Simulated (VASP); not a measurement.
Energy against volume of Nb (bcc). Calculation: TPSS meta-GGA, VASP's PBE PAW potentials (set 64) (plane waves; VASP). Settings: 520 eV cut-off, 15×15×15 Γ-centred mesh, first-order Methfessel-Paxton smearing of 0.10 eV, potentials Nb_sv.

```tsv
V (Å³/atom)	E (eV/atom)
16.833	-18.87164
17.370	-18.90311
17.907	-18.91310
18.444	-18.90455
```

Fit these four points and predict the energy of the run at 18.981 Å³/atom.

A cubic in V^(−2/3), the third-order Birch-Murnaghan form, passes through the four points with V0 = 17.91 Å³/atom and B0 = 184 GPa, and gives -18.8800 eV/atom there. The run gave -18.8803 eV/atom, -0.4 meV/atom from the fit; all five points give B0 = 183 GPa.

The compound is Nb in the bcc structure. It was relaxed first.
